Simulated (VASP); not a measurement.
Level of theory: PBEsol GGA, VASP's PBE PAW potentials (set 64) (plane waves; VASP).

VASP input:

### POSCAR
```
PbO
1
    0.0000000000     2.7857997335     2.7857997335
    2.7857997335     0.0000000000     2.7857997335
    2.7857997335     2.7857997335     0.0000000000
Pb O
1 1
Direct
  0.0000000000   0.0000000000   0.0000000000
  0.2500000000   0.2500000000   0.2500000000
```

KPOINTS:
```
Automatic mesh
0
Gamma
8 8 8
0 0 0
```

### INCAR
```
SYSTEM = PbO
PREC = Accurate; ENCUT = 620; LREAL = .FALSE.
LASPH = .TRUE.
EDIFF = 1E-6; NELM = 100; ALGO = Normal
LMAXMIX = 4
ISMEAR = 0; SIGMA = 0.05
GGA = PS
IBRION = 2; NSW = 40; ISIF = 3
EDIFFG = -0.02
LWAVE = .FALSE.; LCHARG = .FALSE.
```

POTCAR, in this order: Pb_d O (PBE.64 set). Program: vasp_std.

The resulting files:

### OSZICAR
```
       N       E                     dE             d eps       ncg     rms          rms(c)
DAV:   1     0.187014625912E+03    0.18701E+03   -0.11623E+04   818   0.183E+03
DAV:   2     0.492475339389E+01   -0.18209E+03   -0.17585E+03   908   0.419E+02
DAV:   3    -0.127702359781E+02   -0.17695E+02   -0.17606E+02  1016   0.132E+02
DAV:   4    -0.131712729873E+02   -0.40104E+00   -0.40075E+00   910   0.229E+01
DAV:   5    -0.131838921313E+02   -0.12619E-01   -0.12619E-01  1056   0.405E+00    0.837E+00
DAV:   6    -0.112607060233E+02    0.19232E+01   -0.15794E+01  1204   0.353E+01    0.504E+00
DAV:   7    -0.109917330763E+02    0.26897E+00   -0.22538E+00   986   0.139E+01    0.156E+00
DAV:   8    -0.110004387604E+02   -0.87057E-02   -0.52755E-01   852   0.754E+00    0.145E+00
DAV:   9    -0.109623180453E+02    0.38121E-01   -0.56622E-02   908   0.283E+00    0.249E-01
DAV:  10    -0.109631537806E+02   -0.83574E-03   -0.74984E-03   836   0.732E-01    0.183E-01
DAV:  11    -0.109627960544E+02    0.35773E-03   -0.12077E-03   878   0.350E-01    0.381E-02
DAV:  12    -0.109627944648E+02    0.15896E-05   -0.13570E-04   964   0.860E-02    0.100E-02
DAV:  13    -0.109627931971E+02    0.12677E-05   -0.13357E-05   956   0.455E-02    0.292E-03
DAV:  14    -0.109627933902E+02   -0.19314E-06   -0.15721E-06   514   0.178E-02
   1 F= -.10962793E+02 E0= -.10962793E+02  d E =-.109628E+02
```

### OUTCAR
```
------------------------ aborting loop because EDIFF is reached ----------------------------------------
  FORCE on cell =-STRESS in cart. coord.  units (eV):
  Direction    XX          YY          ZZ          XY          YZ          ZX
  --------------------------------------------------------------------------------------
  Total        0.0028418      0.0028418      0.0028418      0.0000000      0.0000000      0.0000000
  in kB        0.1052997      0.1052997      0.1052997      0.0000000      0.0000000      0.0000000
  external PRESSURE =       0.1052997 kB  Pullay stress =       0.0000000 kB
  volume of cell :       43.24
      direct lattice vectors                 reciprocal lattice vectors
     0.000000000  2.785799734  2.785799734    -0.179481674  0.179481674  0.179481674
     2.785799734  0.000000000  2.785799734     0.179481674 -0.179481674  0.179481674
     2.785799734  2.785799734  0.000000000     0.179481674  0.179481674 -0.179481674
 POSITION                                       TOTAL-FORCE (eV/Angst)
 -----------------------------------------------------------------------------------
      0.00000      0.00000      0.00000         0.000000      0.000000      0.000000
      1.39290      1.39290      1.39290        -0.000000     -0.000000     -0.000000
 -----------------------------------------------------------------------------------
    total drift:                                0.000000      0.000000      0.000000
  FREE ENERGIE OF THE ION-ELECTRON SYSTEM (eV)
  ---------------------------------------------------
  free  energy   TOTEN  =       -10.9627933902 eV

  energy  without entropy=      -10.9627933614  energy(sigma->0) =      -10.96279338

 reached required accuracy - stopping structural energy minimisation
```
(Selected blocks of OUTCAR.)

**OUTCAR**
```
 val. band max:        4.6851079861   @ k =  -0.2500   0.5000   0.2500

 cond. band min:       4.9964090216   @ k =   0.5000   0.5000   0.0000


 Fermi energy:         4.8434191608

 k-point     1 :       0.0000    0.0000    0.0000
  band No.  band energies     occupation
      1     -13.0428      2.00000
      2     -11.6615      2.00000
      3     -11.6615      2.00000
      4     -11.6615      2.00000
      5     -11.5500      2.00000
      6     -11.5500      2.00000
      7      -2.1924      2.00000
      8       2.3205      2.00000
      9       2.3205      2.00000
     10       2.3205      2.00000
     11       9.9451      0.00000
     12       9.9451      0.00000
     13       9.9451      0.00000
     14      12.7531      0.00000

 k-point     2 :       0.1250    0.0000    0.0000
  band No.  band energies     occupation
      1     -13.0594      2.00000
      2     -11.6514      2.00000
      3     -11.6514      2.00000
      4     -11.5662      2.00000
      5     -11.5498      2.00000
      6     -11.5498      2.00000
      7      -2.3327      2.00000
      8       2.2446      2.00000
      9       2.2446      2.00000
     10       2.3823      2.00000
     11       8.8152      0.00000
     12      10.0175      0.00000
     13      10.0175      0.00000
     14      13.9225      0.00000

 k-point     3 :       0.2500    0.0000    0.0000
  band No.  band energies     occupation
      1     -13.1018      2.00000
      2     -11.6346      2.00000
      3     -11.6346      2.00000
      4     -11.5415      2.00000
      5     -11.5415      2.00000
      6     -11.3167      2.00000
      7      -2.7006      2.00000
      8       2.0688      2.00000
      9       2.0688      2.00000
     10       2.4631      2.00000
     11       7.6071      0.00000
     12      10.1311      0.00000
     13      10.1311      0.00000
     14      13.8700      0.00000

 k-point     4 :       0.3750    0.0000    0.0000
  band No.  band energies     occupation
...
```

Unless said otherwise, spin-orbit coupling is left out, though it shifts the bands of the heavy elements here.

The structure was generated: PbO was put into the zinc blende type (F-43m), which need not be its known phase. It was relaxed first, which changed the volume by +47 %.
